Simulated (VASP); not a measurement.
Level of theory: PBE GGA, VASP's PBE PAW potentials (set 64) (plane waves; VASP).

The input files of a VASP run:

### POSCAR
```
KF
1
    0.0000000000     2.6750000000     2.6750000000
    2.6750000000     0.0000000000     2.6750000000
    2.6750000000     2.6750000000     0.0000000000
K F
1 1
Direct
  0.0000000000   0.0000000000   0.0000000000
  0.5000000000   0.5000000000   0.5000000000
```

File KPOINTS:
```
Automatic mesh
0
G
 9 9 9
```

### INCAR
```
SYSTEM = KF
PREC = Accurate
ENCUT = 400
EDIFF = 1E-6
NELM = 100
ALGO = Normal
LREAL = .FALSE.
LASPH = .TRUE.
ISMEAR = -1
SIGMA = 0.01
GGA = PE
LWAVE = .FALSE.
LCHARG = .FALSE.
ISIF = 2
```

POTCAR, in this order: K_sv F (PBE.64 set). Program: vasp_std.

At this cut-off the stress carries a Pulay error, which pulls relaxed volumes low.

Estimate the energy per atom (σ→0), pressure, band gap (on the k-mesh).

| Item | Result |
|---|---|
| energy per atom (σ→0) | -4.155 eV/atom |
| band gap (on the k-mesh) | 6.18 eV |
| pressure | -3.37 GPa |

**OSZICAR**
```
...
DAV:   7    -0.831256093845E+01    0.30386E-01   -0.11563E-01  1132   0.292E+00    0.231E+00
DAV:   8    -0.830697010365E+01    0.55908E-02   -0.53800E-02   904   0.265E+00    0.199E-01
DAV:   9    -0.830860207279E+01   -0.16320E-02   -0.66258E-03  1112   0.656E-01    0.121E-01
DAV:  10    -0.830917229811E+01   -0.57023E-03   -0.10684E-03   908   0.318E-01    0.608E-02
DAV:  11    -0.830928198756E+01   -0.10969E-03   -0.41867E-04   920   0.161E-01    0.218E-02
DAV:  12    -0.830927090717E+01    0.11080E-04   -0.73718E-05  1064   0.701E-02    0.689E-03
DAV:  13    -0.830927035526E+01    0.55191E-06   -0.48129E-06   928   0.215E-02
   1 F= -.83092704E+01 E0= -.83092704E+01  d E =-.907838E-16
```

The structure is a typed KF crystal (Fm-3m). The cell was not relaxed at this level.
